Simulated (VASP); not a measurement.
A convergence study with VASP on Ni (fcc): one setting is varied, all else stays as given below, so the limit is that of these other settings. Each run relaxes cell and ions from the cell shown. The basis is that of the starting cell, so low cut-offs carry a Pulay error.

```yaml
crystal:
  lattice:
    - [0.00000, 1.76000, 1.76000]
    - [1.76000, 0.00000, 1.76000]
    - [1.76000, 1.76000, 0.00000]
  atoms:
    - { symbol: Ni, position: [0.00000, 0.00000, 0.00000], spin: 0.8 }
```

Computed with LDA (Ceperley-Alder, Perdew-Zunger), VASP's LDA PAW potentials (set 64) (plane waves; VASP). The tightest run used: 700 eV cut-off, 15×15×15 Γ-centred mesh, first-order Methfessel-Paxton smearing of 0.10 eV, potentials Ni.

| setting | relaxed volume (Å³/atom) | E (eV/atom) | moment (μB) | plane waves |
|---|---|---|---|---|
| ENCUT = 200 | 8.864 | -6.9537 | 0.000 | 76 |
| ENCUT = 250 | 9.833 | -6.6134 | 0.615 | 113 |
| ENCUT = 300 | 10.029 | -6.5911 | 0.617 | 138 |
| ENCUT = 350 | 10.007 | -6.5891 | 0.617 | 170 |

**Question.** These are the cheaper rows. Estimate the results at ENCUT = 700, and how far the last row shown lies from them.

**Answer.** 
```csv
quantity,tightest run,last row shown is off by
relaxed volume (Å³/atom),10.032,-0.025
E (eV/atom),-6.5785,-0.0106
moment (μB),0.617,0.000
```

Left out are rungs that failed or repeat a setting and relaxations that didn't move; long series are thinned to 24 rows.

The compound is Ni in the fcc structure.
